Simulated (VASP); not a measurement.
Input:

```yaml
crystal:
  lattice:
    - [0.00000, 2.98565, 2.98565]
    - [2.98565, 0.00000, 2.98565]
    - [2.98565, 2.98565, 0.00000]
  atoms:
    - { symbol: Sr, position: [0.00000, 0.00000, 0.00000] }
```

These are AM05 GGA, VASP's PBE PAW potentials (set 64) (plane waves; VASP) values and carry that method's errors. Settings: 520 eV cut-off, 9×9×9 Γ-centred mesh, tetrahedra with Blöchl corrections, potentials Sr_sv.

Question: What does the run give for the energy per atom (σ→0)?

Answer: 
The energy per atom (σ→0) is -1.684 eV/atom.

Total energies compare only between runs with the same potentials, cut-off and functional.

The compound is Sr in the fcc structure. It was relaxed first, which changed the volume by -5 %.
